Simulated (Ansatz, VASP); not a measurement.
# TbCo3B2: VASP beside Ansatz

One calculation is typed for both programs; each brings its own data sets and cutoff. How far apart do they land?

Method: plane waves, with VASP 6.6.1 beside it; single point at PBEsol, in Ansatz 0.2.0.

In doubt: a part-filled 4f shell, where there is one, can sit in one of many states, so energies may not be the lowest and differences between runs may mislead; derivatives with an open 4f shell can jump between states, which bears on forces and vibrations.

### 1. The starting structure

The structure is hexagonal, space group P6/mmm (No. 191). The conventional cell has a = 4.929 Å, b = 4.929 Å, c = 2.966 Å, α = 90.00°, β = 90.00°, γ = 120.00°. Nearest to Tb lie 6 B at 2.85 Å and 12 Co at 2.88 Å and 2 Tb at 2.97 Å. Nearest to Co lie 4 B at 2.05 Å and 4 Co at 2.46 Å and 4 Tb at 2.88 Å. Nearest to B lie 6 Co at 2.05 Å and 3 B at 2.85 Å and 3 Tb at 2.85 Å. Farther neighbours are not listed.

Structure file:

```cif
data_structure
_symmetry_space_group_name_H-M 'P 1'
_symmetry_Int_Tables_number 1
_cell_length_a 4.9286
_cell_length_b 4.9286
_cell_length_c 2.9656
_cell_angle_alpha 90.000
_cell_angle_beta 90.000
_cell_angle_gamma 120.000
_cell_volume 62.39
loop_
_atom_site_label
_atom_site_type_symbol
_atom_site_fract_x
_atom_site_fract_y
_atom_site_fract_z
_atom_site_occupancy
Tb1 Tb 0.00000 0.00000 0.00000 1
Co2 Co 0.00000 0.50000 0.50000 1
Co3 Co 0.50000 0.50000 0.50000 1
Co4 Co 0.50000 0.00000 0.50000 1
B5 B 0.66667 0.33333 0.00000 1
B6 B 0.33333 0.66667 0.00000 1
```

### 2. VASP: single point, PBEsol

With cell and atoms fixed, the geometry can't cause a difference; cores, projectors, grids and the points listed under the comparison can.

Lines of VASP's logs that name or quote its potential files are left out, and so is its time.

Input file INCAR:

```
SYSTEM = TbCo3B2
PREC = Accurate
ENCUT = 410
EDIFF = 1E-06
NELM = 150
ISMEAR = 0
SIGMA = 0.1
LREAL = .FALSE.
ALGO = Normal
GGA = PS
NBANDS = 41
ISPIN = 2
MAGMOM = 6 -2 -2 -2 0 0
LASPH = .TRUE.
LMAXMIX = 6
AMIX = 0.2
BMIX = 1E-04
AMIX_MAG = 0.8
BMIX_MAG = 1E-04
LORBIT = 11
LWAVE = .FALSE.
LCHARG = .FALSE.
KPAR = 2
```

Input file POSCAR:

```
TbCo3B2
1.0
    4.9286414440      0.0000000000      0.0000000000
   -2.4643207220      4.2683286967      0.0000000000
    0.0000000000      0.0000000000      2.9655602569
Tb Co B
1 3 2
Direct
    0.0000000000      0.0000000000      0.0000000000
    0.0000000000      0.5000000000      0.5000000000
    0.5000000000      0.5000000000      0.5000000000
    0.5000000000      0.0000000000      0.5000000000
    0.6666666667      0.3333333333      0.0000000000
    0.3333333333      0.6666666667      0.0000000000
```

Input file KPOINTS:

```
Automatic mesh
0
Gamma
4 4 6
0 0 0
```

PAW data sets: Tb, Co and B (PBE family, release 64).

Started as:

```console
> mpirun -np 2 vasp_std
```

Numbers of over 12 decimals in the logs are rounded to 6 here.

Log:

```text
[banner, memory and clock lines left out]
running    2 mpi-ranks, on    1 nodes
 distrk:  each k-point on    1 cores,    2 groups
 distr:  one band on    1 cores,    1 groups

 POSCAR found type information on POSCAR TbCoB
 POSCAR found :  3 types and       6 ions
|                                                                             |
|               ----> ADVICE to this user running VASP <----                  |
|                                                                             |
|     You enforced a specific xc type in the INCAR file but a different       |
|     [... a line on the potential file left out ...]
|     I HOPE YOU KNOW WHAT YOU ARE DOING!                                     |
|                                                                             |

 LDA part: xc-table for (Slater+PW92), standard interpolation
 POSCAR, INCAR and KPOINTS ok, starting setup
 FFT: planning ... GRIDC
 FFT: planning ... GRID_SOFT
 FFT: planning ... GRID
 WAVECAR not read
 entering main loop
       N       E                     dE             d eps       ncg     rms          rms(c)
DAV:   1     0.307361176254E+03    0.30736E+03   -0.16811E+04  3616   0.416E+03
DAV:   2     0.107093573408E+01   -0.30629E+03   -0.27029E+03  3098   0.456E+02
DAV:   3    -0.528014798362E+02   -0.53872E+02   -0.49359E+02  3028   0.152E+02
DAV:   4    -0.581199898024E+02   -0.53185E+01   -0.52219E+01  4253   0.490E+01
DAV:   5    -0.592771139961E+02   -0.11571E+01   -0.11515E+01  5072   0.152E+01    0.759E+01
DAV:   6    -0.505936093053E+02    0.86835E+01   -0.41809E+01  3735   0.148E+02    0.128E+02
DAV:   7    -0.514000464046E+02   -0.80644E+00   -0.54097E+00  4390   0.336E+01    0.124E+02
DAV:   8    -0.527674640683E+02   -0.13674E+01   -0.14624E+01  4197   0.839E+01    0.640E+01
DAV:   9    -0.515478297445E+02    0.12196E+01   -0.32824E+00  4260   0.288E+01    0.350E+01
DAV:  10    -0.537117088989E+02   -0.21639E+01   -0.37561E+00  3850   0.104E+02    0.760E+01
DAV:  11    -0.507110848465E+02    0.30006E+01   -0.80665E+00  3977   0.676E+01    0.188E+01
DAV:  12    -0.506473337860E+02    0.63751E-01   -0.93091E-01  4685   0.235E+01    0.121E+01
DAV:  13    -0.506623624114E+02   -0.15029E-01   -0.24513E-01  4687   0.164E+01    0.625E+00
DAV:  14    -0.506913538728E+02   -0.28991E-01   -0.42507E-02  4371   0.229E+00    0.485E+00
[...]
DAV:  34    -0.506751142081E+02   -0.10891E-04   -0.64660E-06  3457   0.751E-02    0.432E-01
DAV:  35    -0.506751046829E+02    0.95252E-05   -0.46996E-06  2424   0.573E-02    0.389E-01
DAV:  36    -0.506751201675E+02   -0.15485E-04   -0.87721E-06  4018   0.681E-02    0.264E-01
DAV:  37    -0.506751191262E+02    0.10413E-05   -0.28416E-06  2267   0.482E-02    0.212E-01
DAV:  38    -0.506751211162E+02   -0.19900E-05   -0.50269E-06  2807   0.532E-02    0.124E-01
DAV:  39    -0.506751239914E+02   -0.28752E-05   -0.25017E-06  2578   0.140E-02    0.853E-02
DAV:  40    -0.506751257020E+02   -0.17107E-05   -0.44471E-07  1708   0.101E-02    0.626E-02
DAV:  41    -0.506751263518E+02   -0.64982E-06   -0.28130E-07  1392   0.124E-02
   1 F= -.50675126E+02 E0= -.50662254E+02  d E =-.257441E-01  mag=     6.4070
```

OUTCAR, selected parts (step 2):

```text
ion  position               nearest neighbor table
   1  0.000  0.000  0.000-   5 2.85   6 2.85   5 2.85   6 2.85   5 2.85   6 2.85   4 2.88   4 2.88
                             4 2.88   4 2.88   2 2.88   2 2.88   2 2.88   2 2.88   3 2.88   3 2.88
   2  0.000  0.500  0.500-   5 2.05   6 2.05   5 2.05   6 2.05   3 2.46   3 2.46   4 2.46   4 2.46
                             1 2.88   1 2.88   1 2.88   1 2.88
   3  0.500  0.500  0.500-   5 2.05   6 2.05   5 2.05   6 2.05   2 2.46   2 2.46   4 2.46   4 2.46
                             1 2.88   1 2.88   1 2.88   1 2.88
   4  0.500  0.000  0.500-   5 2.05   6 2.05   5 2.05   6 2.05   2 2.46   3 2.46   3 2.46   2 2.46
                             1 2.88   1 2.88   1 2.88   1 2.88
   5  0.667  0.333  0.000-   2 2.05   2 2.05   4 2.05   4 2.05   3 2.05   3 2.05   1 2.85   1 2.85
                             1 2.85
   6  0.333  0.667  0.000-   2 2.05   2 2.05   4 2.05   4 2.05   3 2.05   3 2.05   1 2.85   1 2.85
                             1 2.85

  LATTYP: Found a hexagonal cell.
 ALAT       =     4.9286414440
 C/A-ratio  =     0.6016993305

 Subroutine GETGRP returns: Found 24 space group operations
 (whereof 24 operations were pure point group operations)

The static configuration has the point symmetry D_6h.

 Found     16 irreducible k-points:

   k-points           NKPTS =     16   k-points in BZ     NKDIM =     16   number of bands    NBANDS=     41

   dimension x,y,z NGX =    36 NGY =   36 NGZ =   20
   dimension x,y,z NGXF=    72 NGYF=   72 NGZF=   40

   ENCUT  =  410.0 eV  30.13 Ry    5.49 a.u.   8.14  8.14  4.90*2*pi/ulx,y,z

   NELECT =      52.0000    total number of electrons

 k-points in reciprocal lattice and weights: Automatic mesh
   0.00000000  0.00000000  0.00000000       0.010
   0.25000000  0.00000000  0.00000000       0.062
   0.50000000  0.00000000  0.00000000       0.031
   0.25000000  0.25000000  0.00000000       0.062
   0.00000000  0.00000000  0.16666667       0.021
   0.25000000  0.00000000  0.16666667       0.125
   0.50000000  0.00000000  0.16666667       0.062
   0.25000000  0.25000000  0.16666667       0.125
   0.00000000  0.00000000  0.33333333       0.021
[...]
0.50000000  0.00000000  0.50000000       0.031
   0.25000000  0.25000000  0.50000000       0.062

 average (electrostatic) potential at core
       1 -36.0969       2 -79.6981       3 -79.6981       4 -79.6981       5 -23.9589
       6 -23.9589

 E-fermi :   8.4727

 spin component 1
 k-point     1 :       0.0000    0.0000    0.0000
  band No.  band energies     occupation
    ...
     25       7.6920      1.00000
     26       7.6920      1.00000
     27       7.9269      1.00000
     28       8.1338      1.00000
     29       8.1338      1.00000
     30       8.8229      0.00000
     31       9.5536      0.00000
     32       9.9330      0.00000
     33       9.9932      0.00000
     34       9.9932      0.00000
    ...

 k-point     2 :       0.2500    0.0000    0.0000
  band No.  band energies     occupation
    ...
     25       7.2393      1.00000
     26       7.3158      1.00000
     27       7.5804      1.00000
     28       7.5823      1.00000
     29       7.8606      1.00000
     30       9.2424      0.00000
     31       9.4875      0.00000
     32       9.9497      0.00000
     33      10.3702      0.00000
     34      10.9376      0.00000
    ...

 k-point     3 :       0.5000    0.0000    0.0000
  band No.  band energies     occupation
    ...
     25       7.1036      1.00000
     26       7.1456      1.00000
     27       7.1959      1.00000
     28       7.7185      1.00000
     29       7.8419      1.00000
     30       8.9766      0.00000
     31       9.7570      0.00000
     32       9.8438      0.00000
     33      11.6843      0.00000
     34      11.7783      0.00000
    ...

 k-point     4 :       0.2500    0.2500    0.0000
  band No.  band energies     occupation
    ...
     25       7.0419      1.00000
     26       7.1164      1.00000
     27       7.5001      1.00000
     28       7.6174      1.00000
     29       7.7870      1.00000
     30       9.0247      0.00000
     31       9.7528      0.00000
     32       9.8549      0.00000
     33      11.5138      0.00000
     34      11.9626      0.00000
    ...

 k-point     5 :       0.0000    0.0000    0.1667
  band No.  band energies     occupation
    ...
     23       7.4659      1.00000
     24       7.4659      1.00000
     25       7.5537      1.00000
     26       7.5537      1.00000
     27       7.8338      1.00000
     28       8.5821      0.06089
     29       8.5821      0.06089
     30       8.8260      0.00000
     31       8.9634      0.00000
     32       9.7517      0.00000
    ...

 k-point     6 :       0.2500    0.0000    0.1667
  band No.  band energies     occupation
    ...
     25       7.2102      1.00000
     26       7.5273      1.00000
     27       7.6646      1.00000
     28       7.7825      1.00000
     29       7.9280      1.00000
     30       9.5255      0.00000
     31       9.6623      0.00000
     32      10.0079      0.00000
     33      10.1785      0.00000
     34      10.9475      0.00000
    ...

  Total       -0.0575880     -0.0575880     -0.0049525      0.0000000      0.0000000      0.0000000
  in kB       -1.4789412     -1.4789412     -0.1271870      0.0000000      0.0000000      0.0000000
  external PRESSURE =      -1.0283565 kB  Pullay stress =       0.0000000 kB

  energy-cutoff  :      410.00
  volume of cell :       62.39
      direct lattice vectors                 reciprocal lattice vectors
     4.928641444  0.000000000  0.000000000     0.202895668  0.117141869  0.000000000
    -2.464320722  4.268328697  0.000000000     0.000000000  0.234283738  0.000000000
     0.000000000  0.000000000  2.965560257     0.000000000  0.000000000  0.337204411

 POSITION                                       TOTAL-FORCE (eV/Angst)
 -----------------------------------------------------------------------------------
      0.00000      0.00000      0.00000        -0.000000      0.000000     -0.000000
     -1.23216      2.13416      1.48278        -0.000000      0.000000     -0.000000
      1.23216      2.13416      1.48278        -0.000000      0.000000     -0.000000
      2.46432      0.00000      1.48278        -0.000000      0.000000     -0.000000
      2.46432      1.42278      0.00000         0.000000      0.000000      0.000000
     -0.00000      2.84555      0.00000        -0.000000      0.000000     -0.000000
 -----------------------------------------------------------------------------------
    total drift:                                0.000000      0.000000      0.000000

  FREE ENERGIE OF THE ION-ELECTRON SYSTEM (eV)
  ---------------------------------------------------
  free  energy   TOTEN  =       -50.6751263518 eV

  energy  without entropy=      -50.6493822671  energy(sigma->0) =      -50.66225431

 total charge
# of ion       s       p       d       f       tot
--------------------------------------------------
    1        2.067   5.644   0.696   7.967  16.374
    2        0.519   0.669   7.470   0.000   8.658
    3        0.519   0.669   7.470   0.000   8.658
    4        0.519   0.669   7.470   0.000   8.658
    5        0.717   1.108   0.000   0.000   1.825
    6        0.717   1.108   0.000   0.000   1.825
--------------------------------------------------
tot          5.056   9.867  23.107   7.967  45.998

 magnetization (x)
# of ion       s       p       d       f       tot
--------------------------------------------------
    1        0.001  -0.046   0.044   5.872   5.872
    2       -0.000  -0.002   0.147   0.000   0.145
    3       -0.000  -0.002   0.147   0.000   0.145
    4       -0.000  -0.002   0.147   0.000   0.145
    5       -0.002  -0.007   0.000   0.000  -0.010
    6       -0.002  -0.007   0.000   0.000  -0.010
--------------------------------------------------
tot         -0.004  -0.066   0.485   5.872   6.287

[... 6 further parts left out ...]
```

Without U or exact exchange, f electrons of an open shell come out too delocalised.

[end of part 1 of 2]

[Lines on the potential files, build, host, timing and source positions are cut from VASP's logs without a mark.]

[Logs are printed without paths, hosts, clocks, repeated set-up lines and the standing remarks that a program may print on its own settings, such as how far it seeks lower states.]

[Hosts, paths, dates, database ids (printed as entryN), source tags and the programs' standing remarks are cut or masked in the printed files.]
